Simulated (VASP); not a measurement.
## Fe: relaxation of cell and atoms with PBE

Crystal: Fe.

```xyz
1
Lattice="-1.4430 1.4430 1.4430 1.4430 -1.4430 1.4430 1.4430 1.4430 -1.4430" Properties=species:S:1:pos:R:3 pbc="T T T"
Fe    0.0000    0.0000    0.0000
```

```
Program                : VASP 6.6.1
Task                   : relaxation of cell and atoms
Functional             : PBE
Potentials or basis    : VASP PAW PBE potentials, release 64 (Fe)
Cutoff                 : 600 eV
k mesh                 : 18 × 18 × 18
Occupations            : methfessel-paxton, width 0.1 eV
Spin                   : collinear spin, ferromagnetic start
Starting moments       : [2.5] μB
Further INCAR settings : ALGO = Normal; EDIFF = 1e-06; AMIX = 0.2; BMIX = 0.0001; IBRION = 2; EDIFFG = -0.01; NSW = 90; ISIF = 3
```

| Quantity | Value |
| --- | --- |
| Relaxed volume | 11.32 Å³/atom |
| Relaxed cell | a = 2.450 Å, b = 2.450 Å, c = 2.450 Å, α = 109.47°, β = 109.47°, γ = 109.47° |
| Space group after relaxing (to 0.05 Å) | Im-3m (No. 229) |
| Energy gained by relaxing | 23.8 meV/atom |
| Ionic steps | 3 |
| Pressure after relaxing | 0.1 GPa |
| Band gap on the k mesh | none (metal or under the smearing width) |
| Net moment | 2.17 μB per cell |
| Site moments | Fe +2.17 μB |
| Valence electrons inside the program's atomic spheres | Fe 7.28 |

Step by step:
| step | energy change (eV) | largest force (eV/Å) | pressure (GPa) | volume (Å³) |
| --- | --- | --- | --- | --- |
| 1 | 0.0000 | 0.0000 | -9.71 | 12.02 |
| 2 | -0.0063 | 0.0000 | 10.81 | 10.80 |
| 3 | -0.0238 | 0.0000 | 0.07 | 11.32 |

Final structure:
```cif
data_structure
_symmetry_space_group_name_H-M 'P 1'
_symmetry_Int_Tables_number 1
_cell_length_a 2.4501
_cell_length_b 2.4501
_cell_length_c 2.4501
_cell_angle_alpha 109.471
_cell_angle_beta 109.471
_cell_angle_gamma 109.471
_cell_volume 11.32
loop_
_atom_site_label
_atom_site_type_symbol
_atom_site_fract_x
_atom_site_fract_y
_atom_site_fract_z
_atom_site_occupancy
Fe1 Fe 0.00000 0.00000 0.00000 1
```

Levels at points of the mesh, in eV from the Fermi level:
Spin up:
| k point | band 3 | band 4 | band 5 | band 6 | band 7 | band 8 |
| --- | --- | --- | --- | --- | --- | --- |
| (0.00, 0.00, 0.00) | -2.30 | -2.30 | -1.09 | -1.09 | 25.06 | 25.06 |
| (0.50, 0.00, 0.00) | -1.02 | -0.90 | 0.40 | 0.53 | 7.39 | 18.40 |
| (0.50, 0.50, 0.50) | 0.13 | 0.13 | 0.13 | 9.97 | 9.97 | 9.97 |
Spin down:
```csv
k point,band 1,band 2,band 3,band 4,band 5,band 6,band 7
"(0.00, 0.00, 0.00)",-8.28,-0.42,-0.42,-0.42,1.65,1.65,24.81
"(0.50, 0.00, 0.00)",-3.67,-1.70,0.63,1.50,1.91,2.59,8.75
"(0.50, 0.50, 0.50)",-3.05,-3.05,2.28,2.28,2.28,10.23,10.23
```

Wall time 42 s on 1 thread of Intel(R) Xeon(R) 6975P-C (Granite Rapids), with other jobs on the host, peak memory 0.17 GiB.
